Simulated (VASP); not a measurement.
Method: LDA (Ceperley-Alder, Perdew-Zunger), VASP's LDA PAW potentials (set 64) (plane waves; VASP).

A VASP calculation is set up with these files.

### KPOINTS
```
Automatic mesh
0
Gamma
  8 8 8
0 0 0
```

INCAR:
```
SYSTEM = HfO2
PREC = Accurate; ENCUT = 620; LREAL = F
LASPH = T
EDIFF = 1E-6; NELM = 100; ALGO = Normal
LMAXMIX = 6
ISMEAR = 0; SIGMA = 0.05
IBRION = 2; NSW = 40; ISIF = 3
EDIFFG = -0.02; PSTRESS = 100
LWAVE = F; LCHARG = F
```

POSCAR:
```
HfO2
1.0
  0.0000000000   2.4763504377   2.4763504377
  2.4763504377   0.0000000000   2.4763504377
  2.4763504377   2.4763504377   0.0000000000
Hf O
1 2
Cart
  0.0000000000   0.0000000000   0.0000000000
  1.2381752188   1.2381752188   1.2381752188
  3.7145256565   3.7145256565   3.7145256565
```

POTCAR, in this order: Hf_pv O (LDA.64 set). Program: vasp_std.

Output of the run:

**OUTCAR**
```
 ion  position               nearest neighbor table
   1  0.000  0.000  0.000-   3 2.14   3 2.14   3 2.14   2 2.14   3 2.14   2 2.14   2 2.14   2 2.14
  LATTYP: Found a face centered cubic cell.
 ALAT       =     4.9527008754
 Subroutine PRICEL returns:
 Original cell was already a primitive cell.
 Subroutine GETGRP returns: Found 48 space group operations
The static configuration has the point symmetry O_h .
The dynamic configuration has the point symmetry O_h .
 Subroutine INISYM returns: Found 48 space group operations
 Subroutine IBZKPT returns following result:
 Found     29 irreducible k-points:

 Following reciprocal coordinates:
            Coordinates               Weight
  0.000000  0.000000  0.000000      1.000000
  0.125000  0.000000  0.000000      8.000000
  0.250000  0.000000  0.000000      8.000000
  0.375000  0.000000  0.000000      8.000000
  0.500000  0.000000  0.000000      4.000000
  0.125000  0.125000  0.000000      6.000000
  0.250000  0.125000  0.000000     24.000000
  0.375000  0.125000  0.000000     24.000000
  0.500000  0.125000  0.000000     24.000000
 -0.375000  0.125000  0.000000     24.000000
 -0.250000  0.125000  0.000000     24.000000
 -0.125000  0.125000  0.000000     12.000000
  0.250000  0.250000  0.000000      6.000000
  0.375000  0.250000  0.000000     24.000000
  0.500000  0.250000  0.000000     24.000000
 -0.375000  0.250000  0.000000     24.000000
 -0.250000  0.250000  0.000000     12.000000
  0.375000  0.375000  0.000000      6.000000
  0.500000  0.375000  0.000000     24.000000
 -0.375000  0.375000  0.000000     12.000000
  0.500000  0.500000  0.000000      3.000000
  0.375000  0.250000  0.125000     24.000000
  0.500000  0.250000  0.125000     48.000000
 -0.375000  0.250000  0.125000     24.000000
  0.500000  0.375000  0.125000     24.000000
...
```

**OSZICAR**
```
       N       E                     dE             d eps       ncg     rms          rms(c)
DAV:   1     0.111977678253E+03    0.11198E+03   -0.14248E+04   870   0.167E+03
DAV:   2    -0.348566283108E+02   -0.14683E+03   -0.14409E+03  1137   0.355E+02
DAV:   3    -0.386127769271E+02   -0.37561E+01   -0.37534E+01  1171   0.554E+01
DAV:   4    -0.386309993188E+02   -0.18222E-01   -0.18221E-01  1052   0.412E+00
DAV:   5    -0.386311405622E+02   -0.14124E-03   -0.14124E-03  1178   0.333E-01    0.580E+01
DAV:   6    -0.332716385787E+02    0.53595E+01   -0.28206E+01   947   0.388E+01    0.493E+01
DAV:   7    -0.331265144943E+02    0.14512E+00   -0.72772E-01  1010   0.828E+00    0.308E+01
DAV:   8    -0.330773562468E+02    0.49158E-01   -0.14965E-01  1101   0.410E+00    0.517E+00
DAV:   9    -0.330700237957E+02    0.73325E-02   -0.26307E-02  1038   0.151E+00    0.178E+00
DAV:  10    -0.330696808373E+02    0.34296E-03   -0.26494E-03  1136   0.414E-01    0.154E-01
DAV:  11    -0.330696716290E+02    0.92083E-05   -0.16362E-04   968   0.110E-01    0.105E-01
DAV:  12    -0.330696710786E+02    0.55040E-06   -0.54832E-06  1143   0.211E-02
   1 F= -.31174032E+02 E0= -.31174032E+02  d E =-.311740E+02
       N       E                     dE             d eps       ncg     rms          rms(c)
DAV:   1    -0.331898487834E+02   -0.12018E+00   -0.57948E+00   982   0.240E+01    0.854E+00
DAV:   2    -0.329969365244E+02    0.19291E+00   -0.82261E-01   947   0.715E+00    0.292E+00
DAV:   3    -0.329674662295E+02    0.29470E-01   -0.40123E-02  1017   0.196E+00    0.186E+00
DAV:   4    -0.329617031222E+02    0.57631E-02   -0.19291E-02  1080   0.124E+00    0.126E+00
DAV:   5    -0.329617584246E+02   -0.55302E-04   -0.22582E-03  1073   0.346E-01    0.822E-01
DAV:   6    -0.329615827176E+02    0.17571E-03   -0.59360E-04   989   0.173E-01    0.529E-02
DAV:   7    -0.329615833688E+02   -0.65127E-06   -0.19771E-05  1101   0.405E-02    0.906E-03
DAV:   8    -0.329615831280E+02    0.24084E-06   -0.17749E-06   744   0.108E-02
   2 F= -.31151795E+02 E0= -.31151795E+02  d E =0.222368E-01
       N       E                     dE             d eps       ncg     rms          rms(c)
DAV:   1    -0.331480225138E+02   -0.18644E+00   -0.25228E+00   982   0.157E+01    0.578E+00
DAV:   2    -0.330638748734E+02    0.84148E-01   -0.37367E-01   940   0.480E+00    0.195E+00
DAV:   3    -0.330507109683E+02    0.13164E-01   -0.19332E-02  1045   0.129E+00    0.127E+00
DAV:   4    -0.330480381856E+02    0.26728E-02   -0.94087E-03  1080   0.854E-01    0.836E-01
DAV:   5    -0.330480004654E+02    0.37720E-04   -0.53361E-04  1080   0.179E-01    0.194E-01
DAV:   6    -0.330479887012E+02    0.11764E-04   -0.27793E-05  1003   0.448E-02    0.374E-02
DAV:   7    -0.330479882513E+02    0.44991E-06   -0.31578E-06  1143   0.155E-02
   3 F= -.31181555E+02 E0= -.31181555E+02  d E =-.752288E-02
```

File OUTCAR:
```
------------------------ aborting loop because EDIFF is reached ----------------------------------------
  FORCE on cell =-STRESS in cart. coord.  units (eV):
  Direction    XX          YY          ZZ          XY          YZ          ZX
  --------------------------------------------------------------------------------------
  Total        1.8543571      1.8543571      1.8543571      0.0000000      0.0000000      0.0000000
  in kB       99.3529580     99.3529580     99.3529580      0.0000000      0.0000000      0.0000000
  external PRESSURE =      -0.6470420 kB  Pullay stress =     100.0000000 kB
  volume of cell :       29.90
      direct lattice vectors                 reciprocal lattice vectors
    -0.000000000  2.463567026  2.463567026    -0.202957742  0.202957742  0.202957742
     2.463567026 -0.000000000  2.463567026     0.202957742 -0.202957742  0.202957742
     2.463567026  2.463567026  0.000000000     0.202957742  0.202957742 -0.202957742
 POSITION                                       TOTAL-FORCE (eV/Angst)
 -----------------------------------------------------------------------------------
      0.00000      0.00000      0.00000         0.000000     -0.000000      0.000000
      1.23178      1.23178      1.23178        -0.000000     -0.000000      0.000000
      3.69535      3.69535      3.69535        -0.000000      0.000000     -0.000000
 -----------------------------------------------------------------------------------
    total drift:                                0.000000      0.000000      0.000000
  FREE ENERGIE OF THE ION-ELECTRON SYSTEM (eV)
  ---------------------------------------------------
  free  energy   TOTEN  =       -33.0479882513 eV

  energy  without entropy=      -33.0479882513  energy(sigma->0) =      -33.04798825
  enthalpy is  TOTEN    =       -31.1815545784 eV   P V=        1.8664336729

 reached required accuracy - stopping structural energy minimisation
```
(Selected blocks of OUTCAR.)

File CONTCAR:
```
HfO2
   1.00000000000000
    -0.0000000000000000    2.4635670261768374    2.4635670261768374
     2.4635670261768374   -0.0000000000000000    2.4635670261768374
     2.4635670261768374    2.4635670261768374    0.0000000000000000
  Hf              O
     1     2
Direct
     0.0000000000000000    0.0000000000000000    0.0000000000000000
     0.2500000000000000    0.2500000000000000    0.2500000000000000
     0.7500000000000000    0.7500000000000000    0.7500000000000000
```

### OUTCAR
```
 val. band max:        4.8296776682   @ k =   0.5000   0.5000   0.0000

 cond. band min:       8.6508142910   @ k =   0.5000   0.5000   0.0000


 Fermi energy:         5.0725065479

 k-point     1 :       0.0000    0.0000    0.0000
  band No.  band energies     occupation
      1     -24.2897      2.00000
      2     -24.2897      2.00000
      3     -24.2897      2.00000
      4     -14.2011      2.00000
      5     -10.5857      2.00000
      6      -1.1318      2.00000
      7      -1.1318      2.00000
      8      -1.1318      2.00000
      9       4.1742      2.00000
     10       4.1742      2.00000
     11       4.1742      2.00000
     12       8.7028      0.00000
     13       8.7028      0.00000
     14      11.2122      0.00000
     15      16.3153      0.00000

 k-point     2 :       0.1250    0.0000    0.0000
  band No.  band energies     occupation
      1     -24.3963      2.00000
      2     -24.3009      2.00000
      3     -24.3009      2.00000
      4     -13.9335      2.00000
      5     -10.8078      2.00000
      6      -0.9622      2.00000
      7      -0.9622      2.00000
      8      -0.6266      2.00000
      9       3.7122      2.00000
     10       3.8411      2.00000
     11       3.8411      2.00000
     12       9.0641      0.00000
     13       9.0641      0.00000
     14      11.8024      0.00000
     15      15.4576      0.00000

 k-point     3 :       0.2500    0.0000    0.0000
  band No.  band energies     occupation
      1     -24.6387      2.00000
      2     -24.3276      2.00000
      3     -24.3276      2.00000
      4     -13.3236      2.00000
      5     -11.2156      2.00000
      6      -0.5500      2.00000
      7      -0.5500      2.00000
      8       0.5143      2.00000
      9       2.7831      2.00000
     10       3.2689      2.00000
     11       3.2689      2.00000
     12       9.5906      0.00000
     13       9.5906      0.00000
     14      12.2858      0.00000
     15      14.8888      0.00000
...
```

Unless said otherwise, spin-orbit coupling is left out, though it shifts the bands of the heavy elements here.

The compound is HfO2 in the fluorite structure, the high-temperature cubic form, which is unstable at 0 K; the monoclinic form is the stable one. This run relaxes it under an external pressure of 10 GPa. Symmetry was kept, so distortions that lower it aren't found.
